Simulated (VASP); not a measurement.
Calculation: PBE GGA, VASP's PBE PAW potentials (set 64) (plane waves; VASP).

A VASP calculation is set up with these files.

INCAR:
```
# general
SYSTEM  = CuSi2
PREC    = Accurate
ENCUT   = 300
LREAL   = .FALSE.
LASPH   = .TRUE.

# electronic loop
EDIFF   = 1E-6
NELM    = 100
ALGO    = Normal
LMAXMIX = 4

# smearing
ISMEAR  = -1
SIGMA   = 0.136

# functional
GGA     = PE

# ions
ISIF    = 2

# output
LWAVE   = .FALSE.
LCHARG  = .FALSE.
```

### POSCAR
```
CuSi2
1
    0.0000000000     3.9487590000     4.0841240000
    2.2927070000     0.0000000000     4.0841240000
    2.2927070000     3.9487590000     0.0000000000
Si Cu
4 2
Direct
  0.6635000000   0.3365000000   0.6635000000
  0.3365000000   0.6635000000   0.3365000000
  0.5865000000   0.9135000000   0.5865000000
  0.9135000000   0.5865000000   0.9135000000
  0.0000000000   0.0000000000   0.0000000000
  0.2500000000   0.2500000000   0.2500000000
```

### KPOINTS
```
Automatic mesh
0
Gamma
3 3 3
0 0 0
```

POTCAR, in this order: Si Cu (PBE.64 set). Program: vasp_std.

The resulting files:

File OUTCAR:
```
 ion  position               nearest neighbor table
   1  0.663  0.337  0.663-   3 2.42   3 2.42   6 2.44   6 2.44   2 2.58   5 2.63   5 2.63   5 2.66
                             2 2.67   2 2.67   4 3.06   4 3.06   4 3.06   4 3.06
   2  0.337  0.663  0.337-   4 2.42   4 2.42   6 2.44   6 2.44   1 2.58   5 2.63   5 2.63   5 2.66
                             1 2.67   1 2.67   3 3.06   3 3.06   3 3.06   3 3.06
   3  0.587  0.913  0.587-   1 2.42   1 2.42   5 2.44   5 2.44   4 2.58   6 2.63   6 2.63   6 2.66
                             4 2.67   4 2.67   2 3.06   2 3.06   2 3.06   2 3.06
   4  0.913  0.587  0.913-   2 2.42   2 2.42   5 2.44   5 2.44   3 2.58   6 2.63   6 2.63   6 2.66
                             3 2.67   3 2.67   1 3.06   1 3.06   1 3.06   1 3.06
   5  0.000  0.000  0.000-   3 2.44   4 2.44   3 2.44   4 2.44   1 2.63   1 2.63   2 2.63   2 2.63
                             2 2.66   1 2.66
   6  0.250  0.250  0.250-   2 2.44   1 2.44   2 2.44   1 2.44   3 2.63   4 2.63   3 2.63   4 2.63
                             4 2.66   3 2.66
  LATTYP: Found a face centered orthorhombic cell.
 ALAT       =     4.5854140000
 B/A-ratio  =     1.7223129689
 C/A-ratio  =     1.7813545298
 Subroutine PRICEL returns:
 Original cell was already a primitive cell.
 Subroutine GETGRP returns: Found  8 space group operations
The static configuration has the point symmetry D_2 .
 The point group associated with its full space group is D_2h.
The dynamic configuration has the point symmetry D_2 .
 Subroutine INISYM returns: Found  8 space group operations
 Subroutine IBZKPT returns following result:
 Found      8 irreducible k-points:

 Following reciprocal coordinates:
            Coordinates               Weight
  0.000000  0.000000  0.000000      1.000000
  0.333333 -0.000000 -0.000000      8.000000
  0.333333  0.333333  0.000000      2.000000
 -0.333333  0.333333  0.000000      4.000000
  0.333333  0.000000  0.333333      2.000000
 -0.333333  0.000000  0.333333      4.000000
  0.000000  0.333333  0.333333      2.000000
 -0.333333  0.333333  0.333333      4.000000
   k-points           NKPTS =      8   k-points in BZ     NKDIM =      8   number of bands    NBANDS=     23
   number of dos      NEDOS =    301   number of ions     NIONS =      6
   total plane-waves  NPLWV =  25088
   dimension x,y,z NGX =    32 NGY =   28 NGZ =   28
   dimension x,y,z NGXF=    64 NGYF=   56 NGZF=   56
   ions per type =               4   2
   PREC   = accura    normal or accurate (medium, high low for compatibility)
   ISTART =      0    job   : 0-new  1-cont  2-samecut
   ICHARG =      2    charge: 1-file 2-atom 10-const
   ISPIN  =      1    spin polarized calculation?
   LNONCOLLINEAR =      F non collinear calculations
   LSORBIT =      F    spin-orbit coupling
   INIWAV =      1    electr: 0-lowe 1-rand  2-diag
   ENCUT  =  300.0 eV  22.05 Ry    4.70 a.u.   8.02  6.61  6.45*2*pi/ulx,y,z
   NELM   =    100;   NELMIN=  2; NELMDL= -5     # of ELM steps
   EDIFF  = 0.1E-05   stopping-criterion for ELM
   LREAL  =      F    real-space projection
   NLSPLINE    = F    spline interpolate recip. space projectors
   LMAXMIX     =    4 max onsite mixed and CHGCAR
   VOSKOWN=      0    Vosko Wilk Nusair interpolation
   EDIFFG = 0.1E-04   stopping-criterion for IOM
   NSW    =      0    number of steps for IOM
   NBLOCK =      1;   KBLOCK =      1    inner block; outer block
   IBRION =     -1    ionic relax: 0-MD 1-quasi-New 2-CG
   NFREE  =      0    steps in history (QN), initial steepest desc. (CG)
   ISIF   =      2    stress and relaxation
   ISYM   =      2    0-nonsym 1-usesym 2-fastsym
   TEIN   =    0.0    initial temperature
   TEBEG  =    0.0;   TEEND  =   0.0 temperature during run
   SMASS  =  -3.00    Nose mass-parameter (am)
   PSTRESS=    0.0 pullay stress
   NELECT =      38.0000    total number of electrons
   EFERMI =   0.00;   METHOD = LEGACY
   ISMEAR =    -1;   SIGMA  =   0.14  broadening in eV -4-tet -1-fermi 0-gaus
   IALGO  =     38    algorithm
   LDIAG  =      T    sub-space diagonalisation (order eigenvalues)
   IMIX   =      4    mixing-type and parameters
     AMIX     =   0.40;   BMIX     =  1.00
...
```

OSZICAR:
```
       N       E                     dE             d eps       ncg     rms          rms(c)
DAV:   1     0.192418440885E+03    0.19242E+03   -0.11743E+04   368   0.128E+03
DAV:   2    -0.163130810714E+02   -0.20873E+03   -0.20428E+03   368   0.310E+02
DAV:   3    -0.310462291107E+02   -0.14733E+02   -0.14294E+02   553   0.918E+01
DAV:   4    -0.314343425871E+02   -0.38811E+00   -0.38435E+00   535   0.145E+01
DAV:   5    -0.314437751634E+02   -0.94326E-02   -0.94075E-02   491   0.168E+00    0.228E+01
DAV:   6    -0.369508262848E+02   -0.55071E+01   -0.16678E+02   506   0.321E+02    0.195E+01
DAV:   7    -0.264766309440E+02    0.10474E+02   -0.38315E+01   452   0.161E+02    0.744E+00
DAV:   8    -0.260692986277E+02    0.40733E+00   -0.56426E+00   573   0.423E+01    0.267E+00
DAV:   9    -0.260430684991E+02    0.26230E-01   -0.45480E-01   587   0.103E+01    0.593E-01
DAV:  10    -0.260395949745E+02    0.34735E-02   -0.81222E-03   539   0.861E-01    0.224E-01
DAV:  11    -0.260390477929E+02    0.54718E-03   -0.35372E-03   579   0.167E+00    0.120E-01
DAV:  12    -0.260389544339E+02    0.93359E-04   -0.76382E-04   566   0.692E-01    0.246E-02
DAV:  13    -0.260389568937E+02   -0.24598E-05   -0.15072E-05   594   0.834E-02    0.178E-02
DAV:  14    -0.260389533522E+02    0.35415E-05   -0.24834E-05   593   0.140E-01    0.745E-03
DAV:  15    -0.260389527765E+02    0.57574E-06   -0.29065E-06   329   0.474E-02
   1 F= -.26038953E+02 E0= -.25947799E+02  d E =-.182308E+00
```

**OUTCAR**
```
------------------------ aborting loop because EDIFF is reached ----------------------------------------
  FORCE on cell =-STRESS in cart. coord.  units (eV):
  Direction    XX          YY          ZZ          XY          YZ          ZX
  --------------------------------------------------------------------------------------
  Total        2.0321834      7.2492600     13.4046588      0.0000000      0.0000000      0.0000000
  in kB       44.0286509    157.0602035    290.4211539      0.0000000      0.0000000      0.0000000
  external PRESSURE =     163.8366694 kB  Pullay stress =       0.0000000 kB
  volume of cell :       73.95
      direct lattice vectors                 reciprocal lattice vectors
     0.000000000  3.948759000  4.084124000    -0.218082817  0.126622060  0.122425274
     2.292707000  0.000000000  4.084124000     0.218082817 -0.126622060  0.122425274
     2.292707000  3.948759000  0.000000000     0.218082817  0.126622060 -0.122425274
 POSITION                                       TOTAL-FORCE (eV/Angst)
 -----------------------------------------------------------------------------------
      2.29271      5.24000      4.08412         0.000000      0.174137     -0.000000
      2.29271      2.65751      4.08412         0.000000     -0.174137     -0.000000
      3.43906      4.63189      6.12619        -0.000000     -0.174137      0.000000
      3.43906      7.21438      6.12619        -0.000000      0.174137      0.000000
      0.00000      0.00000      0.00000         0.000000      0.000000      0.000000
      1.14635      1.97438      2.04206        -0.000000     -0.000000     -0.000000
 -----------------------------------------------------------------------------------
    total drift:                               -0.000000      0.000000      0.000000
  FREE ENERGIE OF THE ION-ELECTRON SYSTEM (eV)
  ---------------------------------------------------
  free  energy   TOTEN  =       -26.0389527765 eV

  energy  without entropy=      -25.8566449160  energy(sigma->0) =      -25.94779885
```
(Selected blocks of OUTCAR.)

### OUTCAR
```
 val. band max:       10.9110722174   @ k =   0.0000   0.0000   0.0000

 cond. band min:      11.0836966388   @ k =   0.3333   0.3333   0.0000


 Fermi energy:        10.9374618832

 k-point     1 :       0.0000    0.0000    0.0000
  band No.  band energies     occupation
      1      -3.5100      2.00000
      2       3.4200      2.00000
      3       4.3117      2.00000
      4       4.5656      2.00000
      5       4.6028      2.00000
      6       5.4120      2.00000
      7       5.6080      2.00000
      8       6.1101      2.00000
      9       6.1534      2.00000
     10       6.3604      2.00000
     11       6.5641      2.00000
     12       6.7346      2.00000
     13       7.2303      2.00000
     14       7.4833      2.00000
     15       8.4673      2.00000
     16       9.0506      2.00000
     17       9.0943      2.00000
     18       9.1512      2.00000
     19       9.2678      1.99999
     20       9.8828      1.99914
     21       9.9680      1.99840
     22      10.0426      1.99723
     23      10.9111      1.09672

 k-point     2 :       0.3333   -0.0000   -0.0000
  band No.  band energies     occupation
      1      -2.3004      2.00000
      2       1.2741      2.00000
      3       2.4600      2.00000
      4       3.9390      2.00000
      5       4.2702      2.00000
      6       4.8468      2.00000
      7       5.8248      2.00000
      8       6.1783      2.00000
      9       6.4552      2.00000
     10       6.5573      2.00000
     11       6.6683      2.00000
     12       6.7070      2.00000
     13       6.9741      2.00000
     14       7.2133      2.00000
     15       7.7941      2.00000
     16       8.1039      2.00000
     17       8.5171      2.00000
     18      10.2300      1.98905
     19      10.6488      1.78621
     20      11.3260      0.10867
     21      12.4017      0.00004
     22      13.9946      0.00000
     23      14.1589      0.00000

 k-point     3 :       0.3333    0.3333    0.0000
...
```

At this cut-off the stress carries a Pulay error, which pulls relaxed volumes low.

The structure was generated: CuSi2 was put into an ordered model structure, which need not be its known phase. The cell was not relaxed at this level. The k-mesh is coarse (spacing up to 0.59 per Å, 2π included), so the numbers may not be converged in it. The run is one of a series of settings (KPOINTS 3×3×3 Γ-centred mesh against the base run), some of them coarse on purpose. VASP warned that the highest band is occupied, so more bands are needed.
